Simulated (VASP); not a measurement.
Output of a VASP run:

File OUTCAR:
```
 ion  position               nearest neighbor table
   1  0.000  0.000  0.000-   2 2.81   2 2.81   2 2.81   2 2.81
   2  0.250  0.250  0.250-   1 2.81   1 2.81   1 2.81   1 2.81
  LATTYP: Found a face centered cubic cell.
 ALAT       =     6.4867653406
 Subroutine PRICEL returns:
 Original cell was already a primitive cell.
 Subroutine GETGRP returns: Found 24 space group operations
The static configuration has the point symmetry T_d .
The dynamic configuration has the point symmetry T_d .
 Subroutine INISYM returns: Found 24 space group operations
 Subroutine IBZKPT returns following result:
 Found     56 irreducible k-points:

 Following reciprocal coordinates:
            Coordinates               Weight
  0.000000  0.000000  0.000000      1.000000
  0.090909  0.000000  0.000000      8.000000
  0.181818  0.000000  0.000000      8.000000
  0.272727  0.000000  0.000000      8.000000
  0.363636  0.000000  0.000000      8.000000
  0.454545  0.000000  0.000000      8.000000
  0.090909  0.090909  0.000000      6.000000
  0.181818  0.090909  0.000000     24.000000
  0.272727  0.090909  0.000000     24.000000
  0.363636  0.090909  0.000000     24.000000
  0.454545  0.090909  0.000000     24.000000
 -0.454545  0.090909  0.000000     24.000000
 -0.363636  0.090909  0.000000     24.000000
 -0.272727  0.090909  0.000000     24.000000
 -0.181818  0.090909  0.000000     24.000000
 -0.090909  0.090909  0.000000     12.000000
  0.181818  0.181818  0.000000      6.000000
  0.272727  0.181818  0.000000     24.000000
  0.363636  0.181818  0.000000     24.000000
  0.454545  0.181818  0.000000     24.000000
 -0.454545  0.181818  0.000000     24.000000
 -0.363636  0.181818  0.000000     24.000000
 -0.272727  0.181818  0.000000     24.000000
 -0.181818  0.181818  0.000000     12.000000
  0.272727  0.272727  0.000000      6.000000
  0.363636  0.272727  0.000000     24.000000
  0.454545  0.272727  0.000000     24.000000
 -0.454545  0.272727  0.000000     24.000000
 -0.363636  0.272727  0.000000     24.000000
 -0.272727  0.272727  0.000000     12.000000
  0.363636  0.363636  0.000000      6.000000
  0.454545  0.363636  0.000000     24.000000
 -0.454545  0.363636  0.000000     24.000000
 -0.363636  0.363636  0.000000     12.000000
  0.454545  0.454545  0.000000      6.000000
 -0.454545  0.454545  0.000000     12.000000
  0.272727  0.181818  0.090909     24.000000
  0.363636  0.181818  0.090909     48.000000
  0.454545  0.181818  0.090909     48.000000
 -0.454545  0.181818  0.090909     48.000000
   k-points           NKPTS =     56   k-points in BZ     NKDIM =     56   number of bands    NBANDS=     11
   number of dos      NEDOS =    601   number of ions     NIONS =      2
   total plane-waves  NPLWV =  27000
   dimension x,y,z NGX =    30 NGY =   30 NGZ =   30
   dimension x,y,z NGXF=    60 NGYF=   60 NGZF=   60
   ions per type =               1   1
   PREC   = accura    normal or accurate (medium, high low for compatibility)
   ISTART =      0    job   : 0-new  1-cont  2-samecut
   ICHARG =      2    charge: 1-file 2-atom 10-const
   ISPIN  =      1    spin polarized calculation?
   LNONCOLLINEAR =      F non collinear calculations
   LSORBIT =      F    spin-orbit coupling
   INIWAV =      1    electr: 0-lowe 1-rand  2-diag
   ENCUT  =  400.0 eV  29.40 Ry    5.42 a.u.   7.48  7.48  7.48*2*pi/ulx,y,z
   NELM   =    100;   NELMIN=  2; NELMDL= -5     # of ELM steps
   EDIFF  = 0.1E-06   stopping-criterion for ELM
   LREAL  =      F    real-space projection
   NLSPLINE    = F    spline interpolate recip. space projectors
   LMAXMIX     =    4 max onsite mixed and CHGCAR
   VOSKOWN=      0    Vosko Wilk Nusair interpolation
   EDIFFG = 0.1E-05   stopping-criterion for IOM
   NSW    =      0    number of steps for IOM
   NBLOCK =      1;   KBLOCK =      1    inner block; outer block
   IBRION =     -1    ionic relax: 0-MD 1-quasi-New 2-CG
...
```

OSZICAR:
```
       N       E                     dE             d eps       ncg     rms          rms(c)
DAV:   1     0.317247737401E+02    0.31725E+02   -0.58864E+03  1248   0.944E+02
DAV:   2    -0.962178588740E+01   -0.41347E+02   -0.39483E+02  1496   0.177E+02
DAV:   3    -0.119919439262E+02   -0.23702E+01   -0.23242E+01  1860   0.307E+01
DAV:   4    -0.121092561606E+02   -0.11731E+00   -0.11718E+00  1659   0.741E+00
DAV:   5    -0.121132288070E+02   -0.39726E-02   -0.39840E-02  1754   0.118E+00    0.222E+01
DAV:   6    -0.111862150993E+02    0.92701E+00   -0.24801E+00  1349   0.780E+00    0.152E+01
DAV:   7    -0.111744095073E+02    0.11806E-01   -0.13275E+00  1779   0.535E+00    0.452E+00
DAV:   8    -0.111591536872E+02    0.15256E-01   -0.29958E-01  1358   0.311E+00    0.730E-01
DAV:   9    -0.111560102966E+02    0.31434E-02   -0.35318E-02  1379   0.111E+00    0.209E-01
DAV:  10    -0.111558517410E+02    0.15856E-03   -0.13967E-03  1533   0.289E-01    0.100E-01
DAV:  11    -0.111558636157E+02   -0.11875E-04   -0.47003E-04  1740   0.134E-01    0.456E-02
DAV:  12    -0.111558725535E+02   -0.89378E-05   -0.27774E-05  1469   0.503E-02    0.308E-02
DAV:  13    -0.111558741359E+02   -0.15824E-05   -0.22945E-06  1490   0.117E-02    0.267E-03
DAV:  14    -0.111558742266E+02   -0.90679E-07   -0.35027E-07  1442   0.466E-03
   1 F= -.11155874E+02 E0= -.11155874E+02  d E =0.000000E+00
```

File OUTCAR:
```
------------------------ aborting loop because EDIFF is reached ----------------------------------------
  FORCE on cell =-STRESS in cart. coord.  units (eV):
  Direction    XX          YY          ZZ          XY          YZ          ZX
  --------------------------------------------------------------------------------------
  Total        0.0061980      0.0061980      0.0061980      0.0000000     -0.0000000     -0.0000000
  in kB        0.1455258      0.1455258      0.1455258      0.0000000     -0.0000000     -0.0000000
  external PRESSURE =       0.1455258 kB  Pullay stress =       0.0000000 kB
  volume of cell :       68.24
      direct lattice vectors                 reciprocal lattice vectors
     0.000000000  3.243382670  3.243382670    -0.154160039  0.154160039  0.154160039
     3.243382670  0.000000000  3.243382670     0.154160039 -0.154160039  0.154160039
     3.243382670  3.243382670  0.000000000     0.154160039  0.154160039 -0.154160039
 POSITION                                       TOTAL-FORCE (eV/Angst)
 -----------------------------------------------------------------------------------
      0.00000      0.00000      0.00000         0.000000      0.000000      0.000000
      1.62169      1.62169      1.62169        -0.000000     -0.000000     -0.000000
 -----------------------------------------------------------------------------------
    total drift:                                0.000000      0.000000      0.000000
  FREE ENERGIE OF THE ION-ELECTRON SYSTEM (eV)
  ---------------------------------------------------
  free  energy   TOTEN  =       -11.1558742266 eV

  energy  without entropy=      -11.1558742266  energy(sigma->0) =      -11.15587423

 total charge

# of ion       s       p       d       f       tot
--------------------------------------------------
    1        2.234   6.214   0.973   0.024   9.445
    2        0.825   0.882   0.000   0.000   1.708
--------------------------------------------------
tot          3.060   7.096   0.973   0.024  11.152
```
(Selected blocks of OUTCAR.)

File POSCAR:
```
YSi
1
    0.0000000000     3.2433826703     3.2433826703
    3.2433826703     0.0000000000     3.2433826703
    3.2433826703     3.2433826703     0.0000000000
Y Si
1 1
Direct
  0.0000000000   0.0000000000   0.0000000000
  0.2500000000   0.2500000000   0.2500000000
```

Write an INCAR and KPOINTS that could have produced this output.

Several could match; the one computed here: the input of the run itself, PBE GGA, plane waves, VASP's PBE PAW potentials (set 64).

### KPOINTS
```
Automatic mesh
0
Gamma
11 11 11
0 0 0
```

**INCAR**
```
! general
SYSTEM =YSi
PREC   =Accurate
ENCUT  =400
LREAL  =.False.   ! projection in real space or not
LASPH  =.True.   ! aspherical one-centre terms

! electronic loop
EDIFF  =1E-7
NELM   =100
ALGO   =Normal   ! blocked Davidson
LMAXMIX=4   ! l cut-off of mixed one-centre charges

! smearing
ISMEAR =-5   ! tetrahedra, Bloechl

! functional
GGA    =PE   ! PBE

! ions
ISIF   =2   ! forces and stress, cell fixed

! output
LWAVE  =.False.
LCHARG =.True.
LORBIT =11
NEDOS  =601
```

POTCAR, in this order: Y_sv Si (PBE.64 set). Program: vasp_std.

For a metal the tetrahedron method with Blöchl corrections gives inexact stress and forces.

The structure was generated: YSi was put into the zinc blende type (F-43m), which need not be its known phase. It was relaxed first, which changed the volume by -19 %. The electron count is odd and the run is not spin-polarised, which forces a metal.
